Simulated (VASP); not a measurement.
Here is a VASP 6.6.1 calculation.

The input INCAR:

```
SYSTEM = LiMg
PREC = Accurate
ENCUT = 520
EDIFF = 1E-6
ISMEAR = 0
SIGMA = 0.1
LREAL = .FALSE.
LASPH = .TRUE.
NELM = 100
ALGO = Fast
ISIF = 2
LWAVE = .FALSE.
LCHARG = .TRUE.
GGA = PS
LELF = .TRUE.
LVHAR = .TRUE.
NBANDS = 20
```

Contents of KPOINTS:

```
regular mesh
0
G
  12 12 2
  0 0 0
```

POSCAR

```
LiMg
1.0
    3.0518541680      0.0000000000      0.0000000000
   -1.5259270840      2.6429832381      0.0000000000
    0.0000000000      0.0000000000     20.5554505299
Li Mg
4 4
Direct
    0.6666666667      0.3333333333      0.0243244486
    0.3333333333      0.6666666667      0.1459256422
    0.6666666667      0.3333333333      0.2675268359
    0.3333333333      0.6666666667      0.3891280295
    0.6666666667      0.3333333333      0.5141280295
    0.3333333333      0.6666666667      0.6425268359
    0.6666666667      0.3333333333      0.7709256422
    0.3333333333      0.6666666667      0.8993244486
```

Potentials or basis: VASP PAW PBE potentials, release 64 (Li_sv, Mg).

Run with:

```sh
$ cat potpaw_PBE.64/Li_sv/POTCAR potpaw_PBE.64/Mg/POTCAR > POTCAR
$ mpirun -np 1 vasp_std > vasp.out
```

(1) Estimate the band gap on the k mesh.

(2) Estimate the largest force.

## Answers

(1) none (metal or under the smearing width).

(2) 0.080 eV/Å.

Caveat: the PAW data sets were made with another functional, which shifts forces and pressure a little.
